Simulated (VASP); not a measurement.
Level of theory: revTPSS meta-GGA, VASP's PBE PAW potentials (set 64) (plane waves; VASP).

Input for VASP

File KPOINTS:
```
Automatic
0
Gamma
  11 11 11
```

### POSCAR
```
TiCo
1
    2.9900000000     0.0000000000     0.0000000000
    0.0000000000     2.9900000000     0.0000000000
    0.0000000000     0.0000000000     2.9900000000
Ti Co
1 1
Direct
  0.0000000000   0.0000000000   0.0000000000
  0.5000000000   0.5000000000   0.5000000000
```

**INCAR**
```
SYSTEM=TiCo
PREC=Accurate; ENCUT=520; LREAL=.FALSE.
LASPH=.TRUE.
EDIFF=1E-6; NELM=100; ALGO=Normal
LMAXMIX=4; LMIXTAU=.TRUE.
ISMEAR=1; SIGMA=0.1
METAGGA=RTPSS
IBRION=2; NSW=60; ISIF=3
EDIFFG=-0.01
LWAVE=.FALSE.; LCHARG=.FALSE.
```

POTCAR, in this order: Ti_sv Co (PBE.64 set). Program: vasp_std.

Energy and stress use the plane-wave basis of the starting cell.

Q: What does the run give for the energy per atom (σ→0), volume per atom, band gap (on the k-mesh)?

A: 
```json
{
  "energy per atom (σ→0)": "-6.076 eV/atom",
  "band gap (on the k-mesh)": "none (metal, semimetal or under 0.01 eV)",
  "volume_per_atom": "12.70 Å³/atom"
}
```

OSZICAR:
```
...
DAV:   3    -0.121527138253E+02    0.84652E-03   -0.57168E-03  2290   0.872E-01    0.638E-02
DAV:   4    -0.121527599392E+02   -0.46114E-04   -0.45398E-04  2042   0.191E-01    0.189E-02
DAV:   5    -0.121527865389E+02   -0.26600E-04   -0.15755E-04  2270   0.780E-02    0.302E-02
DAV:   6    -0.121527780835E+02    0.84554E-05   -0.13796E-05  1982   0.388E-02    0.200E-02
DAV:   7    -0.121527763864E+02    0.16971E-05   -0.36725E-05  1580   0.884E-02    0.286E-02
DAV:   8    -0.121527813946E+02   -0.50082E-05   -0.87085E-06  1616   0.461E-02    0.139E-02
DAV:   9    -0.121527814600E+02   -0.65475E-07   -0.24504E-06  1424   0.152E-02
   4 F= -.12152781E+02 E0= -.12152791E+02  d E =-.392910E-01
```

The compound is TiCo in the CsCl type structure. This run relaxes it. Symmetry was kept, so distortions that lower it aren't found. The run is not spin-polarised, so no magnetic state was tried. The electron count is odd and the run is not spin-polarised, which forces a metal.
